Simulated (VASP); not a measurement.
Output of a VASP run:

OSZICAR:
```
       N       E                     dE             d eps       ncg     rms          rms(c)
DAV:   1     0.549061870495E+03    0.54906E+03   -0.18442E+04 50699   0.867E+02
DAV:   2     0.452593358214E+02   -0.50380E+03   -0.43132E+03 36626   0.303E+02
DAV:   3    -0.418723254840E+02   -0.87132E+02   -0.85038E+02 39844   0.893E+01
DAV:   4    -0.450992116042E+02   -0.32269E+01   -0.32203E+01 40924   0.174E+01
DAV:   5    -0.451320525573E+02   -0.32841E-01   -0.32832E-01 45764   0.176E+00    0.149E+01
DAV:   6    -0.397209759537E+02    0.54111E+01   -0.13692E+00 55450   0.234E+01    0.540E+00
DAV:   7    -0.397363109132E+02   -0.15335E-01   -0.11683E+00 40708   0.281E+00    0.329E+00
DAV:   8    -0.396787895399E+02    0.57521E-01   -0.11230E-01 42084   0.125E+00    0.655E-01
DAV:   9    -0.396701053184E+02    0.86842E-02   -0.40910E-03 52540   0.671E-01    0.119E-01
DAV:  10    -0.396707243135E+02   -0.61900E-03   -0.37283E-03 43042   0.229E-01    0.535E-02
DAV:  11    -0.396707240903E+02    0.22319E-06   -0.10406E-04 46260   0.717E-02    0.278E-02
DAV:  12    -0.396707202925E+02    0.37978E-05   -0.13099E-05 41835   0.132E-02    0.135E-02
DAV:  13    -0.396707187209E+02    0.15716E-05   -0.22656E-06 43815   0.584E-03    0.270E-03
DAV:  14    -0.396707186396E+02    0.81260E-07   -0.13860E-07 39328   0.207E-03
   1 F= -.39670719E+02 E0= -.39670719E+02  d E =-.637484E-39
 imaginary and real dielectric function
```

**OUTCAR**
```
------------------------ aborting loop because EDIFF is reached ----------------------------------------
  FORCE on cell =-STRESS in cart. coord.  units (eV):
  Direction    XX          YY          ZZ          XY          YZ          ZX
  --------------------------------------------------------------------------------------
  Total        0.0486345      0.0486345     -0.0851183      0.0000000      0.0000000      0.0000000
  in kB        1.0635486      1.0635486     -1.8613840      0.0000000      0.0000000      0.0000000
  external PRESSURE =       0.0885710 kB  Pullay stress =       0.0000000 kB
  volume of cell :       73.27
      direct lattice vectors                 reciprocal lattice vectors
     4.770177843  0.000000000  0.000000000     0.209635790  0.000000000  0.000000000
     0.000000000  4.770177843  0.000000000     0.000000000  0.209635790  0.000000000
     0.000000000  0.000000000  3.219795357     0.000000000  0.000000000  0.310578745
 POSITION                                       TOTAL-FORCE (eV/Angst)
 -----------------------------------------------------------------------------------
      0.00000      0.00000      0.00000         0.000000      0.000000      0.000000
      2.38509      2.38509      1.60990         0.000000      0.000000      0.000000
      1.46150      1.46150      0.00000        -0.010081     -0.010081     -0.000000
      3.84659      0.92359      1.60990        -0.010081      0.010081      0.000000
      0.92359      3.84659      1.60990         0.010081     -0.010081     -0.000000
      3.30867      3.30867      0.00000         0.010081      0.010081      0.000000
 -----------------------------------------------------------------------------------
    total drift:                               -0.000000      0.000000      0.000000
  FREE ENERGIE OF THE ION-ELECTRON SYSTEM (eV)
  ---------------------------------------------------
  free  energy   TOTEN  =       -39.6707186396 eV

  energy  without entropy=      -39.6707186396  energy(sigma->0) =      -39.67071864

 plasma frequency squared (from intraband transitions) (eV^2)
  --------------------------------------------------------------------------------------
       0.000       0.000       0.000
       0.000       0.000       0.000
       0.000       0.000       0.000

 plasma frequency squared (from interband transitions, int dw w eps(2)(w)) (eV^2)
  --------------------------------------------------------------------------------------
     638.812       0.000       0.000      -0.000       0.000       0.000
       0.000       0.000     638.812       0.000       0.000       0.000
       0.000       0.000       0.000       0.000     640.332       0.000
```
(Selected blocks of OUTCAR.)

**POSCAR**
```
SnO2
1
    4.7701778429     0.0000000000     0.0000000000
    0.0000000000     4.7701778429     0.0000000000
    0.0000000000     0.0000000000     3.2197953572
Sn O
2 4
Direct
  0.0000000000   0.0000000000   0.0000000000
  0.5000000000   0.5000000000   0.5000000000
  0.3063833544   0.3063833544   0.0000000000
  0.8063833544   0.1936166456   0.5000000000
  0.1936166456   0.8063833544   0.5000000000
  0.6936166456   0.6936166456   0.0000000000
```

Write an INCAR and KPOINTS that could have produced this output.

This is not unique; one that fits is the input of the run itself, PBEsol GGA, plane waves, VASP's PBE PAW potentials (set 64).

INCAR:
```
! general
SYSTEM =SnO2
PREC   =Accurate
ENCUT  =520   ! plane-wave cut-off (eV)
LREAL  =.False.
LASPH  =.True.   ! aspherical one-centre terms
NBANDS =93

! electronic loop
EDIFF  =1E-7   ! SCF stop (eV)
NELM   =100
ALGO   =Normal   ! blocked Davidson
LMAXMIX=4   ! l cut-off of mixed one-centre charges

! smearing
ISMEAR =0   ! Gaussian
SIGMA  =0.01

! functional
GGA    =PS   ! PBEsol

! output
LWAVE  =.False.
LCHARG =.False.
NEDOS  =1001   ! DOS grid

! other
LOPTICS=.True.
CSHIFT =0.1
```

File KPOINTS:
```
kpoints
0
G
11 11 16
```

POTCAR, in this order: Sn_d O (PBE.64 set). Program: vasp_std.

The compound is SnO2 in the rutile structure. It was relaxed first.
